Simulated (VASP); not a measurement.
```xyz
2
Lattice="0.0000 2.1158 2.1158 2.1158 0.0000 2.1158 2.1158 2.1158 0.0000" Properties=species:S:1:pos:R:3 pbc="T T T"
Mg     0.0000     0.0000     0.0000
O      2.1158     2.1158     2.1158
```

Method: vdW-DF2, VASP's PBE PAW potentials (set 64) (plane waves; VASP 6.6.1). Settings: 520 eV cut-off, 11×11×11 Γ-centred mesh, Gaussian smearing of 0.050 eV, potentials Mg O.

Question: Predict the energy per atom (σ→0), pressure, band gap (on the k-mesh) with the smallest direct gap where there is one.

Answer: 
```yaml
band gap (on the k-mesh): 4.93 eV
smallest direct gap (on the k-mesh): 4.93 eV
energy per atom (σ→0): -4.499 eV/atom
pressure: 4.89 GPa
```

The compound is MgO in the rock salt structure. This cell is one point of a volume scan, at 0.97 of the reference volume.
